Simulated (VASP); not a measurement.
Consider the following.

```
CaF2
1.0
    0.00000     2.78538     2.78538
    2.78538     0.00000     2.78538
    2.78538     2.78538     0.00000
Ca F
1 2
Cartesian
  0.00000   0.00000   0.00000
  1.39269   1.39269   1.39269
  4.17807   4.17807   4.17807
```

Method: PBE GGA, VASP's PBE PAW potentials (set 64) (plane waves; VASP). Run with 520 eV cut-off, 7×7×7 Γ-centred mesh, Gaussian smearing of 0.050 eV, potentials Ca_sv F.

Task: Give the stress tensor in GPa (positive for a compressed cell).

Result: 
```
-2.18   0.00   0.00
 0.00  -2.18   0.00
 0.00   0.00  -2.18
```
The pressure is its mean diagonal, -2.18 GPa.

The compound is CaF2 in the fluorite structure. This cell is one point of a volume scan, at 1.03 of the reference volume.
